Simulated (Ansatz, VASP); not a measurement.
# Al: VASP beside Ansatz, part 2 of 2

One calculation is typed for both programs; each brings its own data sets. How far apart do they land? The cell is taken from a series of runs on this material, whose earlier steps may have relaxed, scaled, displaced or heated it; both programs get it as it stands.

VASP 6.6.1 and Ansatz 0.2.0.

So far: Starting point; Ansatz: zone-centre phonons, PBEsol.

### 3. VASP: zone-centre phonons, PBEsol

Level of this step: PBEsol; plane waves and PAW (Al) (VASP).

The same cell, functional, mesh and smearing now go to VASP, with its own data sets.

Lines of VASP's logs that name or quote its potential files are left out, and so is its time.

File INCAR:

```
SYSTEM = Al
PREC = Accurate
ENCUT = 500
EDIFF = 1E-08
NELM = 120
ISMEAR = 1
SIGMA = 0.2
LREAL = .FALSE.
ALGO = Normal
GGA = PS
NBANDS = 10
LORBIT = 11
LWAVE = .FALSE.
LCHARG = .FALSE.
ISIF = 2
IBRION = 8
LASPH = .TRUE.
GGA_COMPAT = .FALSE.
NELMDL = -8
KPAR = 2
```

File POSCAR:

```
Al
1.0
    2.7891264669      0.0000028185      0.0000000000
   -1.3945656743      2.4154529654      0.0000000000
    0.0000000000      0.0000000000     33.1300117784
Al
3
Direct
    0.0000000001      0.0000000000      0.1961210020
    0.3333333334      0.6666666667      0.2666010220
    0.6666666667      0.3333333334      0.3370810420
```

File KPOINTS:

```
Automatic mesh
0
Gamma
18 18 1
0 0 0
```

The projector-augmented-wave data sets are Al (PBE family, release 64).

Started as:

```
> mpirun -np 2 vasp_std
```

Numbers of over 12 decimals in the logs are rounded to 6 here.

What it wrote:

```text
[banner, memory and clock lines left out]
running    2 mpi-ranks, on    1 nodes
 distrk:  each k-point on    1 cores,    2 groups
 distr:  one band on    1 cores,    1 groups

 POSCAR found type information on POSCAR Al
 POSCAR found :  1 types and       3 ions
|                                                                             |
|               ----> ADVICE to this user running VASP <----                  |
|                                                                             |
|     You enforced a specific xc type in the INCAR file but a different       |
|     [... a line on the potential file left out ...]
|     I HOPE YOU KNOW WHAT YOU ARE DOING!                                     |
|                                                                             |

 LDA part: xc-table for (Slater+PW92), standard interpolation
 POSCAR, INCAR and KPOINTS ok, starting setup
 FFT: planning ... GRIDC
 FFT: planning ... GRID_SOFT
 FFT: planning ... GRID
 WAVECAR not read
 entering main loop
       N       E                     dE             d eps       ncg     rms          rms(c)
DAV:   1     0.283106503157E+02    0.28311E+02   -0.28303E+03   740   0.552E+02
DAV:   2    -0.111197565045E+02   -0.39430E+02   -0.32719E+02  1176   0.906E+01
DAV:   3    -0.120828644864E+02   -0.96311E+00   -0.94558E+00   934   0.164E+01
DAV:   4    -0.121119443386E+02   -0.29080E-01   -0.29063E-01  1176   0.361E+00
DAV:   5    -0.121124216272E+02   -0.47729E-03   -0.47728E-03  1076   0.463E-01
DAV:   6    -0.121124631987E+02   -0.41571E-04   -0.41571E-04  1184   0.117E-01
DAV:   7    -0.121124657225E+02   -0.25238E-05   -0.25236E-05  1100   0.230E-02
DAV:   8    -0.121124660606E+02   -0.33803E-06   -0.33861E-06  1242   0.671E-03    0.286E+00
DAV:   9    -0.115890681857E+02    0.52340E+00   -0.20999E+00   796   0.476E+00    0.156E+00
DAV:  10    -0.115023289667E+02    0.86739E-01   -0.15240E-01   888   0.170E+00    0.633E-01
DAV:  11    -0.114782694641E+02    0.24060E-01   -0.34653E-02   894   0.770E-01    0.234E-01
DAV:  12    -0.114749188801E+02    0.33506E-02   -0.39375E-03   964   0.330E-01    0.118E-01
DAV:  13    -0.114738347501E+02    0.10841E-02   -0.18228E-03   876   0.181E-01    0.459E-02
DAV:  14    -0.114744741006E+02   -0.63935E-03   -0.11766E-03   854   0.119E-01    0.315E-02
[...]
DAV:  21    -0.114767245625E+02   -0.13116E-04   -0.15583E-06   790   0.301E-03    0.438E-04
DAV:  22    -0.114767259581E+02   -0.13956E-05   -0.21219E-08   912   0.717E-04    0.492E-04
DAV:  23    -0.114767297921E+02   -0.38341E-05   -0.13246E-07   838   0.812E-04    0.378E-04
DAV:  24    -0.114767301978E+02   -0.40567E-06   -0.34426E-09   786   0.204E-04    0.180E-04
DAV:  25    -0.114767309793E+02   -0.78154E-06   -0.86916E-09   792   0.241E-04    0.825E-05
DAV:  26    -0.114767310241E+02   -0.44761E-07   -0.59881E-10   808   0.862E-05    0.593E-05
DAV:  27    -0.114767310768E+02   -0.52687E-07   -0.50685E-10   724   0.627E-05    0.126E-05
DAV:  28    -0.114767310786E+02   -0.17833E-08   -0.18499E-12   656   0.201E-05
   1 F= -.11476731E+02 E0= -.11477703E+02  d E =0.291635E-02
 Linear response reoptimize wavefunctions to high precision
DAV:   1    -0.114767310805E+02   -0.19282E-08   -0.56954E-12   706   0.143E-05
DAV:   2    -0.114767310805E+02    0.43883E-10    0.10761E-11   722   0.483E-06
 Linear response DOF=           4
 Linear response progress:
  Degree of freedom:   1/  4
       N       E                     dE             d eps       ncg     rms          rms(c)
RMM:   1    -0.291134343660E-02   -0.29113E-02   -0.21951E-03  5924   0.300E-01
RMM:   2    -0.284161456254E-02    0.69729E-04   -0.71256E-05  5159   0.598E-02    0.381E-02
RMM:   3    -0.277772715114E-02    0.63887E-04   -0.76928E-06  5318   0.185E-02    0.229E-02
RMM:   4    -0.274261888211E-02    0.35108E-04   -0.87378E-06  5587   0.168E-02    0.102E-03
RMM:   5    -0.274259042712E-02    0.28455E-07   -0.33043E-07  6035   0.384E-03    0.673E-04
RMM:   6    -0.274243991853E-02    0.15051E-06   -0.17746E-08  6028   0.827E-04    0.486E-04
RMM:   7    -0.274218761483E-02    0.25230E-06   -0.99549E-09  5837   0.549E-04    0.102E-04
RMM:   8    -0.274210968282E-02    0.77932E-07    0.16499E-09  6271   0.144E-04    0.545E-05
RMM:   9    -0.274203819702E-02    0.71486E-07    0.17742E-09  5845   0.714E-05    0.481E-06
RMM:  10    -0.274203486695E-02    0.33301E-08    0.13380E-09  6741   0.176E-05    0.390E-06
 first order change of Fermi-energy   0.15076E-03
 force on displaced ion       1 direction 1 :  -0.560   0.000  -0.000
 Linear response progress:
  Degree of freedom:   2/  4
       N       E                     dE             d eps       ncg     rms          rms(c)
RMM:   1    -0.223031401539E-01   -0.22303E-01    0.31582E-02  1795   0.724E-01
RMM:   2    -0.211546724256E-01    0.11485E-02   -0.97752E-04  1185   0.201E-01    0.507E-02
RMM:   3    -0.211055179579E-01    0.49154E-04   -0.42400E-04  1350   0.847E-02    0.210E-02
RMM:   4    -0.211156207206E-01   -0.10103E-04   -0.38648E-05  1345   0.294E-02    0.112E-02
RMM:   5    -0.211248430841E-01   -0.92224E-05   -0.40459E-06  1365   0.113E-02    0.489E-03
RMM:   6    -0.211235878368E-01    0.12552E-05   -0.59399E-07  1444   0.404E-03    0.344E-03
RMM:   7    -0.211216289797E-01    0.19589E-05   -0.33096E-07  1409   0.228E-03    0.962E-04
RMM:   8    -0.211217647747E-01   -0.13579E-06   -0.67310E-08  1388   0.115E-03    0.327E-04
RMM:   9    -0.211230185555E-01   -0.12538E-05   -0.13727E-08  1417   0.520E-04    0.162E-04
RMM:  10    -0.211239210431E-01   -0.90249E-06   -0.10702E-08  1425   0.335E-04    0.109E-04
RMM:  11    -0.211246010076E-01   -0.67996E-06   -0.35108E-08  1424   0.440E-04    0.812E-05
RMM:  12    -0.211248761081E-01   -0.27510E-06   -0.12229E-08  1450   0.260E-04    0.452E-05
RMM:  13    -0.211250052958E-01   -0.12919E-06    0.29469E-09  1478   0.873E-05    0.248E-05
RMM:  14    -0.211250243085E-01   -0.19013E-07   -0.28433E-09  1459   0.154E-04    0.147E-05
RMM:  15    -0.211250232306E-01    0.10780E-08    0.41397E-09  1452   0.423E-05    0.683E-06
 first order change of Fermi-energy  -0.38118E-01
 force on displaced ion       1 direction 3 :   0.000  -0.000  -2.957
 Linear response progress:
  Degree of freedom:   3/  4
       N       E                     dE             d eps       ncg     rms          rms(c)
RMM:   1    -0.312396112707E-02   -0.31240E-02   -0.24168E-03  3316   0.304E-01
RMM:   2    -0.301919897167E-02    0.10476E-03   -0.39042E-05  2893   0.433E-02    0.305E-02
RMM:   3    -0.299174468077E-02    0.27454E-04   -0.27930E-06  2956   0.114E-02    0.188E-02
RMM:   4    -0.298185896344E-02    0.98857E-05   -0.31108E-06  3123   0.115E-02    0.783E-04
RMM:   5    -0.298286314498E-02   -0.10042E-05   -0.11781E-07  3295   0.229E-03    0.450E-04
RMM:   6    -0.298399140023E-02   -0.11283E-05   -0.73407E-09  3229   0.540E-04    0.602E-05
RMM:   7    -0.298409756295E-02   -0.10616E-06   -0.51851E-10  3437   0.153E-04    0.364E-05
RMM:   8    -0.298408470848E-02    0.12854E-07    0.56801E-10  3301   0.523E-05    0.622E-06
RMM:   9    -0.298408436803E-02    0.34044E-09    0.19608E-10  3611   0.172E-05    0.524E-06
 first order change of Fermi-energy  -0.80930E-03
 force on displaced ion       2 direction 1 :  -1.006  -0.000   0.000
 Linear response progress:
  Degree of freedom:   4/  4
       N       E                     dE             d eps       ncg     rms          rms(c)
RMM:   1    -0.226150243739E-01   -0.22615E-01    0.12605E-01  1575   0.875E-01
RMM:   2    -0.219516830164E-01    0.66334E-03   -0.13123E-03  1183   0.221E-01    0.598E-02
RMM:   3    -0.221013850139E-01   -0.14970E-03   -0.76410E-04  1434   0.107E-01    0.516E-02
RMM:   4    -0.216911318418E-01    0.41025E-03   -0.57875E-05  1414   0.339E-02    0.193E-02
RMM:   5    -0.217141357247E-01   -0.23004E-04   -0.27616E-05  1315   0.196E-02    0.829E-03
RMM:   6    -0.217210621246E-01   -0.69264E-05   -0.15476E-06  1325   0.724E-03    0.114E-03
RMM:   7    -0.217215848767E-01   -0.52275E-06   -0.11271E-07  1382   0.206E-03    0.546E-04
RMM:   8    -0.217210320784E-01    0.55280E-06   -0.23597E-08  1386   0.674E-04    0.218E-04
RMM:   9    -0.217211066129E-01   -0.74534E-07   -0.18783E-08  1405   0.421E-04    0.105E-04
RMM:  10    -0.217212217059E-01   -0.11509E-06   -0.13135E-08  1396   0.262E-04    0.643E-05
RMM:  11    -0.217212321290E-01   -0.10423E-07   -0.45129E-08  1389   0.423E-04    0.621E-05
RMM:  12    -0.217211716166E-01    0.60512E-07   -0.21928E-08  1447   0.127E-04    0.138E-05
RMM:  13    -0.217212061636E-01   -0.34547E-07    0.26800E-10  1439   0.504E-05    0.145E-05
RMM:  14    -0.217212008282E-01    0.53354E-08    0.17000E-08  1416   0.457E-05    0.850E-06
 first order change of Fermi-energy   0.12353E-02
 force on displaced ion       2 direction 3 :  -0.000   0.000  -6.340
 Linear response finished
```

From OUTCAR (step 3):

```text
ion  position               nearest neighbor table
   1  0.000  0.000  0.196-   2 2.84   2 2.84   2 2.84
   2  0.333  0.667  0.267-   3 2.84   1 2.84   3 2.84   1 2.84   3 2.84   1 2.84
   3  0.667  0.333  0.337-   2 2.84   2 2.84   2 2.84

  LATTYP: Found a hexagonal cell.
 ALAT       =     2.7891264669
 C/A-ratio  =    11.8782752132

 Subroutine GETGRP returns: Found 12 space group operations
 (whereof  6 operations were pure point group operations)

The static configuration has the point symmetry C_3v.
 The point group associated with its full space group is D_3d.

 Found     37 irreducible k-points:

   k-points           NKPTS =     37   k-points in BZ     NKDIM =     37   number of bands    NBANDS=     10

   dimension x,y,z NGX =    20 NGY =   20 NGZ =  250
   dimension x,y,z NGXF=    40 NGYF=   40 NGZF=  500

   ENCUT  =  500.0 eV  36.75 Ry    6.06 a.u.   5.09  5.09 60.40*2*pi/ulx,y,z

   NELECT =       9.0000    total number of electrons

 k-points in reciprocal lattice and weights: Automatic mesh
   0.00000000  0.00000000  0.00000000       0.003
   0.05555556  0.00000000  0.00000000       0.019
   0.11111111  0.00000000  0.00000000       0.019
   0.16666667  0.00000000  0.00000000       0.019
   0.22222222  0.00000000  0.00000000       0.019
   0.27777778  0.00000000  0.00000000       0.019
   0.33333333  0.00000000  0.00000000       0.019
   0.38888889 -0.00000000  0.00000000       0.019
   0.44444444  0.00000000  0.00000000       0.019
[...]
0.33333333  0.27777778  0.00000000       0.037
   0.33333333  0.33333333  0.00000000       0.006

 average (electrostatic) potential at core
       1 -81.4862       2 -81.4187       3 -81.4862

  Total        0.0298300      0.0298300      0.0164155      0.0000000     -0.0000000      0.0000000
  in kB        0.2141285      0.2141285      0.1178358      0.0000000     -0.0000000      0.0000000
  external PRESSURE =       0.1820310 kB  Pullay stress =       0.0000000 kB

  energy-cutoff  :      500.00
  volume of cell :      223.20
      direct lattice vectors                 reciprocal lattice vectors
     2.789126467  0.000002819  0.000000000     0.358534985  0.207000753  0.000000000
    -1.394565674  2.415452965  0.000000000    -0.000000418  0.414000782  0.000000000
     0.000000000  0.000000000 33.130011778     0.000000000  0.000000000  0.030184112

 POSITION                                       TOTAL-FORCE (eV/Angst)
 -----------------------------------------------------------------------------------
      0.00000      0.00000      6.49749         0.000000      0.000000     -0.003872
     -0.00000      1.61030      8.83249        -0.000000     -0.000000      0.000000
      1.39456      0.80515     11.16750        -0.000000     -0.000000      0.003872
 -----------------------------------------------------------------------------------
    total drift:                               -0.000000      0.000000     -0.000007

 Eigenvectors and eigenvalues of the dynamical matrix
 ----------------------------------------------------

   1 f  =    9.281731 THz    58.318839 2PiTHz  309.605237 cm-1    38.386140 meV
             X         Y         Z           dx          dy          dz
      0.000000  0.000000  6.497491     0.000000    0.000000   -0.408290
     -0.000002  1.610303  8.832495     0.000000    0.000000    0.816455
      1.394562  0.805153 11.167499    -0.000000   -0.000000   -0.408290

   2 f  =    4.984899 THz    31.321042 2PiTHz  166.278320 cm-1    20.615875 meV
             X         Y         Z           dx          dy          dz
      0.000000  0.000000  6.497491     0.000000   -0.000000   -0.707107
     -0.000002  1.610303  8.832495     0.000000    0.000000   -0.000000
      1.394562  0.805153 11.167499    -0.000000   -0.000000    0.707107

   3 f  =    3.695109 THz    23.217057 2PiTHz  123.255583 cm-1    15.281738 meV
             X         Y         Z           dx          dy          dz
      0.000000  0.000000  6.497491    -0.384686   -0.135562   -0.000000
     -0.000002  1.610303  8.832495     0.770434    0.271499   -0.000000
      1.394562  0.805153 11.167499    -0.384686   -0.135562   -0.000000

   4 f  =    3.695109 THz    23.217057 2PiTHz  123.255583 cm-1    15.281738 meV
             X         Y         Z           dx          dy          dz
      0.000000  0.000000  6.497491     0.135562   -0.384686    0.000000
     -0.000002  1.610303  8.832495    -0.271499    0.770434    0.000000
      1.394562  0.805153 11.167499     0.135562   -0.384686    0.000000

   5 f  =    2.366839 THz    14.871291 2PiTHz   78.949264 cm-1     9.788457 meV
             X         Y         Z           dx          dy          dz
      0.000000  0.000000  6.497491     0.666908    0.235018   -0.000000
     -0.000002  1.610303  8.832495    -0.000000   -0.000000   -0.000000
      1.394562  0.805153 11.167499    -0.666908   -0.235018   -0.000000

   6 f  =    2.366839 THz    14.871291 2PiTHz   78.949264 cm-1     9.788457 meV
             X         Y         Z           dx          dy          dz
      0.000000  0.000000  6.497491     0.235018   -0.666908   -0.000000
     -0.000002  1.610303  8.832495     0.000000    0.000000   -0.000000
      1.394562  0.805153 11.167499    -0.235018    0.666908   -0.000000

   7 f/i=    0.000665 THz     0.004178 2PiTHz    0.022180 cm-1     0.002750 meV
             X         Y         Z           dx          dy          dz
      0.000000  0.000000  6.497491     0.000000   -0.000000    0.577321
     -0.000002  1.610303  8.832495     0.000000   -0.000000    0.577409
      1.394562  0.805153 11.167499     0.000000   -0.000000    0.577321

   8 f/i=    0.002402 THz     0.015092 2PiTHz    0.080120 cm-1     0.009934 meV
             X         Y         Z           dx          dy          dz
      0.000000  0.000000  6.497491     0.215121   -0.536062   -0.000000
     -0.000002  1.610303  8.832495     0.214825   -0.535323   -0.000000
      1.394562  0.805153 11.167499     0.215121   -0.536062   -0.000000

   9 f/i=    0.002402 THz     0.015092 2PiTHz    0.080120 cm-1     0.009934 meV
             X         Y         Z           dx          dy          dz
      0.000000  0.000000  6.497491    -0.536062   -0.215121    0.000000
     -0.000002  1.610303  8.832495    -0.535323   -0.214825    0.000000
      1.394562  0.805153 11.167499    -0.536062   -0.215121    0.000000

 ELASTIC MODULI CONTR FROM IONIC RELAXATION (kBar)
 Direction    XX          YY          ZZ          XY          YZ          ZX
 --------------------------------------------------------------------------------
 XX         -33.0930    -28.2389    -81.0587     -0.0000      6.5014     -0.0000
 YY         -28.2389    -33.0930    -81.0587     -0.0000     -6.5014      0.0000
 ZZ         -81.0587    -81.0587   -214.2606     -0.0000     -0.0000      0.0000
 XY          -0.0000     -0.0000     -0.0000     -2.4271      0.0000     11.8711
 YZ           6.5014     -6.5014     -0.0000      0.0000    -17.4153     -0.0000
 ZX          -0.0000      0.0000      0.0000     11.8711     -0.0000    -58.0627
 --------------------------------------------------------------------------------
```

### 4. Comparison

Known differences besides the potentials themselves: Ansatz cuts the interaction across the vacuum, VASP repeats the sheet without a dipole correction; the cutoff is 420 eV in Ansatz and 500 eV in VASP; Ansatz makes its cores anew for this functional, VASP keeps those of its PBE data sets. Total energies have different zeros and are not compared.

Compared:

| quantity | Ansatz | VASP | difference |
| --- | --- | --- | --- |
| optical mode 1 to 2 (cm⁻¹) | 78.7 | 78.9 | -0.35 % |
| optical mode 3 to 4 (cm⁻¹) | 123.0 | 123.3 | -0.25 % |
| optical mode 5 (cm⁻¹) | 166.1 | 166.3 | -0.12 % |
| optical mode 6 (cm⁻¹) | 308.9 | 309.6 | -0.23 % |

Modes are paired by rising frequency, not by their patterns, so a pair may set unlike modes beside each other; they are those without the splitting of longitudinal modes. Where the cell holds vacuum, a pressure given here is an average over it and none of the material.

### 5. Results

```json
{"r.m.s. difference of the optical zone-centre modes, each program's sorted by frequency (zone-centre phonons, PBEsol)": "0.38 cm⁻¹"}
```

The r.m.s. difference of the optical zone-centre modes, each program's sorted by frequency is 0.38 cm⁻¹ (zone-centre phonons, PBEsol). Such differences can come from data sets, numerical settings and the points named under the comparisons, not from the functional's error against experiment.

[Lines on the potential files, build, host, timing and source positions are cut from VASP's logs without a mark.]

[Logs are printed without paths, hosts, clocks, repeated set-up lines and the standing remarks that a program may print on its own settings, such as how far it seeks lower states.]

[Hosts, paths, dates, database ids (printed as entryN), source tags and the programs' standing remarks are cut or masked in the printed files.]
